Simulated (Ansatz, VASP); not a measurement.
# Na: VASP beside Ansatz, part 2 of 2

Aim: how closely do two programs agree when they are given the same cell, functional and k mesh? Of the first pair: The structure shown is the start of the Ansatz relaxation below; VASP solves that cell, so the two are compared at the walk's first step.

VASP 6.6.1 and Ansatz 0.2.0.

So far: Starting point; Ansatz: relaxation, PBEsol.

## Step 3: VASP: single point, PBEsol, start cell, pair 1

Level of this step: PBEsol; plane waves and PAW (Na_pv) (VASP).

The same cell, functional, mesh and smearing now go to VASP, with its own data sets.

Lines of VASP's logs that name or quote its potential files are left out, and so is its time.

INCAR reads:

```
SYSTEM = Na
PREC = Accurate
ENCUT = 400
EDIFF = 1E-06
NELM = 120
ISMEAR = 1
SIGMA = 0.2
LREAL = .FALSE.
ALGO = Normal
GGA = PS
NBANDS = 45
LORBIT = 11
LWAVE = .FALSE.
LCHARG = .FALSE.
ISIF = 2
LDIPOL = .TRUE.
IDIPOL = 3
DIPOL = 0.5 0.5 0.254
LVHAR = .TRUE.
LASPH = .TRUE.
GGA_COMPAT = .FALSE.
NELMDL = -8
KPAR = 2
```

POSCAR reads:

```
Na
1.0
    3.8990510000      0.0000000000      0.0000000000
    0.0000000000      6.0996410000      0.0000000000
    0.0000000000      0.0000000000     49.1013610000
Na
10
Direct
    0.0000000000      0.0000000000      0.1376042713
    0.5000000000      0.5000000000      0.1253892942
    0.0000000000      0.5000000000      0.1862222312
    0.5000000000      0.0000000000      0.1992564931
    0.0000000000      0.0000000000      0.2606376837
    0.5000000000      0.5000000000      0.2477850869
    0.0000000000      0.5000000000      0.3091662775
    0.5000000000      0.0000000000      0.3222005394
    0.0000000000      0.0000000000      0.3830334764
    0.5000000000      0.5000000000      0.3708184993
```

KPOINTS reads:

```
Automatic mesh
0
Gamma
10 6 1
0 0 0
```

PAW data sets: Na_pv (PBE family, release 64).

The run is started by

```console
$ mpirun -np 2 vasp_std
```

Numbers of over 12 decimals in the logs are rounded to 6 here.

Log:

```text
[banner, memory and clock lines left out]
running    2 mpi-ranks, on    1 nodes
 distrk:  each k-point on    1 cores,    2 groups
 distr:  one band on    1 cores,    1 groups

 POSCAR found type information on POSCAR Na
 POSCAR found :  1 types and      10 ions
|                                                                             |
|               ----> ADVICE to this user running VASP <----                  |
|                                                                             |
|     You enforced a specific xc type in the INCAR file but a different       |
|     [... a line on the potential file left out ...]
|     I HOPE YOU KNOW WHAT YOU ARE DOING!                                     |
|                                                                             |

 LDA part: xc-table for (Slater+PW92), standard interpolation
 POSCAR, INCAR and KPOINTS ok, starting setup
 FFT: planning ... GRIDC
 FFT: planning ... GRID_SOFT
 FFT: planning ... GRID
 WAVECAR not read
 entering main loop
       N       E                     dE             d eps       ncg     rms          rms(c)
DAV:   1     0.393670110461E+03    0.39367E+03   -0.31555E+04  3048   0.943E+02
DAV:   2     0.331394145086E+01   -0.39036E+03   -0.38808E+03  2487   0.347E+02
DAV:   3    -0.133742966412E+02   -0.16688E+02   -0.16646E+02  2448   0.846E+01
DAV:   4    -0.137330511121E+02   -0.35875E+00   -0.35868E+00  2629   0.128E+01
DAV:   5    -0.137441680829E+02   -0.11117E-01   -0.11117E-01  2738   0.210E+00
DAV:   6    -0.137445488663E+02   -0.38078E-03   -0.38078E-03  2642   0.352E-01
DAV:   7    -0.137445685100E+02   -0.19644E-04   -0.19643E-04  2724   0.776E-02
DAV:   8    -0.137445695816E+02   -0.10716E-05   -0.10719E-05  2506   0.159E-02    0.120E+00
DAV:   9    -0.134010019410E+02    0.34357E+00   -0.27952E+00  2364   0.551E+00    0.756E-01
DAV:  10    -0.133270036992E+02    0.73998E-01   -0.36785E-01  2320   0.190E+00    0.448E-01
DAV:  11    -0.132958666602E+02    0.31137E-01   -0.92989E-02  2240   0.992E-01    0.185E-01
DAV:  12    -0.132948566517E+02    0.10100E-02   -0.11238E-02  2358   0.746E-01    0.872E-02
DAV:  13    -0.132948408445E+02    0.15807E-04   -0.31407E-03  2350   0.238E-01    0.480E-02
DAV:  14    -0.132956683141E+02   -0.82747E-03   -0.45930E-04  2843   0.167E-01    0.315E-02
[...]
DAV:  19    -0.132972123812E+02   -0.14158E-03   -0.27400E-05  1639   0.143E-02    0.139E-03
DAV:  20    -0.132972502142E+02   -0.37833E-04   -0.31709E-06  1545   0.951E-03    0.806E-04
DAV:  21    -0.132972736601E+02   -0.23446E-04   -0.10781E-06  1486   0.414E-03    0.553E-04
DAV:  22    -0.132972912197E+02   -0.17560E-04   -0.57653E-07  1521   0.278E-03    0.395E-04
DAV:  23    -0.132973027506E+02   -0.11531E-04   -0.51420E-07  1478   0.352E-03    0.219E-04
DAV:  24    -0.132973081436E+02   -0.53930E-05   -0.16005E-07  1510   0.385E-03    0.149E-04
DAV:  25    -0.132973098227E+02   -0.16791E-05   -0.31503E-08  1401   0.225E-03    0.634E-05
DAV:  26    -0.132973106759E+02   -0.85322E-06   -0.12958E-08  1383   0.605E-04
   1 F= -.13297311E+02 E0= -.13298614E+02  d E =0.390997E-02
```

From OUTCAR (step 3):

```text
ion  position               nearest neighbor table
   1  0.000  0.000  0.138-
   2  0.500  0.500  0.125-
   3  0.000  0.500  0.186-
   4  0.500  0.000  0.199-
   5  0.000  0.000  0.261-
   6  0.500  0.500  0.248-
   7  0.000  0.500  0.309-
   8  0.500  0.000  0.322-
   9  0.000  0.000  0.383-
  10  0.500  0.500  0.371-

  LATTYP: Found a simple orthorhombic cell.
 ALAT       =     3.8990510000
 B/A-ratio  =     1.5643911813
 C/A-ratio  =    12.5931568989

 Subroutine GETGRP returns: Found  8 space group operations
 (whereof  4 operations were pure point group operations)

The static configuration has the point symmetry C_2v.
 The point group associated with its full space group is D_2h.

 Found     24 irreducible k-points:

   k-points           NKPTS =     24   k-points in BZ     NKDIM =     24   number of bands    NBANDS=     45

   dimension x,y,z NGX =    28 NGY =   40 NGZ =  320
   dimension x,y,z NGXF=    56 NGYF=   80 NGZF=  640

   ENCUT  =  400.0 eV  29.40 Ry    5.42 a.u.   6.36  9.95 80.07*2*pi/ulx,y,z

   NELECT =      70.0000    total number of electrons

 k-points in reciprocal lattice and weights: Automatic mesh
   0.00000000  0.00000000  0.00000000       0.017
   0.10000000  0.00000000  0.00000000       0.033
   0.20000000  0.00000000  0.00000000       0.033
   0.30000000  0.00000000  0.00000000       0.033
   0.40000000  0.00000000  0.00000000       0.033
   0.50000000  0.00000000  0.00000000       0.017
   0.00000000  0.16666667  0.00000000       0.033
   0.10000000  0.16666667  0.00000000       0.067
   0.20000000  0.16666667  0.00000000       0.067
[...]
0.40000000  0.50000000  0.00000000       0.033
   0.50000000  0.50000000  0.00000000       0.017

 dipolmoment           0.000000      0.000000     -0.000002 electrons x Angstroem

 average (electrostatic) potential at core
       1 -52.4061       2 -52.5509       3 -52.2756       4 -52.2692       5 -52.2753
       6 -52.2752       7 -52.2692       8 -52.2756       9 -52.5509      10 -52.4061

 E-fermi :  -1.8312

 k-point     1 :       0.0000    0.0000    0.0000
  band No.  band energies     occupation
    ...
     31      -5.0500      2.00000
     32      -4.6725      2.00000
     33      -4.0459      2.00000
     34      -3.1877      2.00000
     35      -2.1712      2.03708
     36      -1.2489     -0.00030
     37      -1.2301     -0.00018
     38      -0.8955     -0.00000
     39      -0.7762     -0.00000
     40      -0.3939     -0.00000
    ...

 k-point     2 :       0.1000    0.0000    0.0000
  band No.  band energies     occupation
    ...
     31      -4.9478      2.00000
     32      -4.5709      2.00000
     33      -3.9453      2.00000
     34      -3.0884      2.00000
     35      -2.0734      2.07086
     36      -1.1554     -0.00002
     37      -1.1396     -0.00001
     38      -0.8048     -0.00000
     39      -0.6781     -0.00000
     40      -0.2989     -0.00000
    ...

 k-point     3 :       0.2000    0.0000    0.0000
  band No.  band energies     occupation
    ...
     31      -4.6425      2.00000
     32      -4.2675      2.00000
     33      -3.6447      2.00000
     34      -2.7916      2.00000
     35      -1.7812      0.59147
     36      -0.8752     -0.00000
     37      -0.8676     -0.00000
     38      -0.5324     -0.00000
     39      -0.3894     -0.00000
     40      -0.0245     -0.00000
    ...

  Total       -0.9651929     -0.6186230     -0.0546149      0.0000000      0.0000000      0.0000000
  in kB       -1.3242439     -0.8487503     -0.0749316      0.0000000      0.0000000      0.0000000
  external PRESSURE =      -0.7493086 kB  Pullay stress =       0.0000000 kB

  energy-cutoff  :      400.00
  volume of cell :     1167.77
      direct lattice vectors                 reciprocal lattice vectors
     3.899051000  0.000000000  0.000000000     0.256472665  0.000000000  0.000000000
     0.000000000  6.099641000  0.000000000     0.000000000  0.163944075  0.000000000
     0.000000000  0.000000000 49.101361000     0.000000000  0.000000000  0.020366034

 POSITION                                       TOTAL-FORCE (eV/Angst)
 -----------------------------------------------------------------------------------
      0.00000      0.00000      6.75656         0.000000      0.000000     -0.009805
      1.94953      3.04982      6.15679         0.000000      0.000000     -0.011708
      0.00000      3.04982      9.14377         0.000000      0.000000     -0.011955
      1.94953      0.00000      9.78376         0.000000      0.000000     -0.018026
      0.00000      0.00000     12.79766         0.000000      0.000000      0.001236
      1.94953      3.04982     12.16659         0.000000      0.000000     -0.001236
      0.00000      3.04982     15.18049         0.000000      0.000000      0.018026
      1.94953      0.00000     15.82048         0.000000      0.000000      0.011955
      0.00000      0.00000     18.80746         0.000000      0.000000      0.011708
      1.94953      3.04982     18.20769         0.000000      0.000000      0.009805
 -----------------------------------------------------------------------------------
    total drift:                                0.000000     -0.000000      0.000520

  FREE ENERGIE OF THE ION-ELECTRON SYSTEM (eV)
  ---------------------------------------------------
  free  energy   TOTEN  =       -13.2973106759 eV

  energy  without entropy=      -13.3012206451  energy(sigma->0) =      -13.29861400

 vacuum level on the upper side and lower side of the slab         1.040         1.040

 total charge
# of ion       s       p       d       tot
------------------------------------------
    1        0.101   5.963   0.000   6.065
    2        0.102   5.961   0.000   6.063
    3        0.096   5.968   0.000   6.065
    4        0.099   5.967   0.000   6.066
    5        0.098   5.968   0.000   6.066
    6        0.098   5.968   0.000   6.066
    7        0.099   5.967   0.000   6.066
    8        0.096   5.968   0.000   6.065
    9        0.102   5.961   0.000   6.063
   10        0.101   5.963   0.000   6.065
--------------------------------------------------
tot          0.994  59.655   0.000  60.650

[... 3 further parts left out ...]
```

The run ends at a pressure of -0.07 GPa, with forces up to 0.018 eV/Å.

## Step 4: Comparison

Known differences besides the potentials themselves: Ansatz cuts the interaction across the vacuum, VASP repeats the sheet with a dipole correction (LDIPOL); the data sets hold 90 valence electrons in Ansatz (on its PAW soft_1 files) and 70 in VASP; the cutoff is 420 eV in Ansatz and 400 eV in VASP; Ansatz makes its cores anew for this functional, VASP keeps those of its PBE data sets. Total energies have different zeros and are not compared.

Where the cell holds vacuum, a pressure given here is an average over it and none of the material.

## Step 5: Ansatz: relaxation, PBEsol

This run makes the geometry at which the two programs are then compared.

The structure compared here is the end of the Ansatz relaxation.

This is the run of step 2 again, met here at its other cell.

## Step 6: VASP: single point, PBEsol, relaxed cell, pair 2

The same cell, functional, mesh and smearing now go to VASP, with its own data sets.

INCAR is that of step 3.

POSCAR reads:

```
Na
1.0
    3.7147218968      0.0000000000      0.0000000000
    0.0000000000      5.9916473888      0.0000000000
    0.0000000000      0.0000000000     49.1013605140
Na
10
Direct
    0.0000000000      0.0000000000      0.1338606876
    0.5000000000      0.5000000000      0.1119795953
    0.0000000000      0.5000000000      0.1765849561
    0.5000000000      0.0000000000      0.1998702956
    0.0000000000      0.0000000000      0.2657172329
    0.5000000000      0.5000000000      0.2427055426
    0.0000000000      0.5000000000      0.3085524800
    0.5000000000      0.0000000000      0.3318378195
    0.0000000000      0.0000000000      0.3964431803
    0.5000000000      0.5000000000      0.3745620880
```

KPOINTS is that of step 3.

The run is started by

```console
$ mpirun -np 2 vasp_std
```

Log:

```text
[banner, memory and clock lines left out]
running    2 mpi-ranks, on    1 nodes
[...]
[... a notice as in an earlier step ...]

 LDA part: xc-table for (Slater+PW92), standard interpolation
 POSCAR, INCAR and KPOINTS ok, starting setup
[...]
entering main loop
       N       E                     dE             d eps       ncg     rms          rms(c)
DAV:   1     0.400136033485E+03    0.40014E+03   -0.31675E+04  3040   0.954E+02
DAV:   2     0.408364924671E+01   -0.39605E+03   -0.39317E+03  2454   0.348E+02
DAV:   3    -0.133529417419E+02   -0.17437E+02   -0.17366E+02  2492   0.864E+01
DAV:   4    -0.137398669179E+02   -0.38693E+00   -0.38682E+00  2563   0.132E+01
[...]
DAV:  24    -0.133238197247E+02   -0.31292E-05   -0.54457E-08  1417   0.175E-03    0.962E-05
DAV:  25    -0.133238222363E+02   -0.25116E-05   -0.67243E-08  1411   0.694E-04    0.805E-05
DAV:  26    -0.133238226527E+02   -0.41641E-06   -0.89848E-09  1284   0.874E-04
   1 F= -.13323823E+02 E0= -.13320536E+02  d E =-.986071E-02
```

Parts of OUTCAR (step 6):

```text
  Total       -0.4940942     -0.4643787     -0.4723618      0.0000000      0.0000000      0.0000000
  in kB       -0.7243596     -0.6807957     -0.6924992      0.0000000      0.0000000      0.0000000
  external PRESSURE =      -0.6992182 kB  Pullay stress =       0.0000000 kB

 POSITION                                       TOTAL-FORCE (eV/Angst)
 -----------------------------------------------------------------------------------
      0.00000      0.00000      6.57274         0.000000      0.000000     -0.000453
      1.85736      2.99582      5.49835         0.000000      0.000000     -0.000660
      0.00000      2.99582      8.67056         0.000000      0.000000      0.000710
      1.85736      0.00000      9.81390         0.000000      0.000000      0.000347
      0.00000      0.00000     13.04708         0.000000      0.000000      0.000311
      1.85736      2.99582     11.91717         0.000000      0.000000     -0.000311
      0.00000      2.99582     15.15035         0.000000      0.000000     -0.000347
      1.85736      0.00000     16.29369         0.000000      0.000000     -0.000710
      0.00000      0.00000     19.46590         0.000000      0.000000      0.000660
      1.85736      2.99582     18.39151         0.000000      0.000000      0.000453
 -----------------------------------------------------------------------------------
    total drift:                                0.000000     -0.000000     -0.000703

  FREE ENERGIE OF THE ION-ELECTRON SYSTEM (eV)
  ---------------------------------------------------
  free  energy   TOTEN  =       -13.3238226527 eV

  energy  without entropy=      -13.3139619428  energy(sigma->0) =      -13.32053575

[... 1 part as in an earlier step ...]

[... 2 further parts left out ...]
[key lines of the parts left out:]
E-fermi :  -1.7656
```

The run ends at a pressure of -0.07 GPa, with forces up to 7.1e-4 eV/Å.

## Step 7: Comparison

What differs besides the data sets and the points named for the pairs above, as far as they apply: the data sets hold 90 valence electrons in Ansatz (on its PAW soft_1 files) and 70 in VASP. Total energies have different zeros and are not compared.

Where the cell holds vacuum, a pressure given here is an average over it and none of the material.

## Step 8: Results

```yaml
r_m_s_force_difference_single_point_pbesol_start_cell_pair_1: 0.23 meV/Å
r_m_s_force_difference_single_point_pbesol_relaxed_cell_pair_2: 0.27 meV/Å
```

In words: The r.m.s. force difference is 0.27 meV/Å (single point, PBEsol, relaxed cell, pair 2), within the 12 meV/Å picked in this series as the mark of a large difference. The data sets hold unlike numbers of valence electrons (90 in Ansatz and 70 in VASP), so part of the differences may come from the potentials. Such differences can come from data sets, numerical settings and the points named under the comparisons, not from the functional's error against experiment.

[Lines on the potential files, build, host, timing and source positions are cut from VASP's logs without a mark.]

[Logs are printed without paths, hosts, clocks, repeated set-up lines and the standing remarks that a program may print on its own settings, such as how far it seeks lower states.]

[Hosts, paths, dates, database ids (printed as entryN), source tags and the programs' standing remarks are cut or masked in the printed files.]
